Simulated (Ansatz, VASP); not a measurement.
One calculation of Li6GaSi2, two programs

```xyz
9
Lattice="3.3618 5.8229 0.0000 -3.3618 5.8229 0.0000 0.0000 0.0000 3.2995" Properties=species:S:1:pos:R:3 pbc="T T T"
Si   -0.0003    3.8821    1.6498
Si    0.0003    7.7636    1.6498
Li    0.6697    5.8229    0.0000
Li    1.3461    2.3315    0.0000
Li   -2.0158    3.4914    0.0000
Li   -1.7360    5.8229    1.6498
Li    2.5489    4.4149    1.6498
Li   -0.8129    1.4080    1.6498
Ga    0.0000    0.0000    0.0000
```

The cell was built by a generator and needn't be a form met in nature.

Alike in both runs: task single point; functional PBE; k mesh 3 × 3 × 6; occupations fermi-dirac, width 0.111 eV; no spin polarisation.

|  | VASP | Ansatz |
| --- | --- | --- |
| version | VASP 6.6.1 | Ansatz 0.2.0 |
| potentials or method | VASP PAW PBE potentials, release 64 (Si, Li_sv, Ga_d) | PAW plane waves |
| plane-wave cutoff (eV) | 520 | 420 |
| valence electrons in the cell | 39 | 39 |

VASP gave:

```
gap on the k mesh at the Fermi level (eV) : none
rms of the force components (eV/Å)        : 0.446
```

Estimate Ansatz's values.

gap on the k mesh at the Fermi level (eV): none; rms of the force components (eV/Å): 0.443.

Atom by atom the forces differ by 0.003 eV/Å (rms over components). A gap of «none» marks a metal or a gap that the smearing closes. With one functional, cell and mesh, what is left measures potentials, basis and numerics. Ansatz warned: «structure_snapped_to_symmetry».

Caveats: forces of over 1 eV/Å show positions far from the minimum, so gaps and moduli don't describe the material at rest.
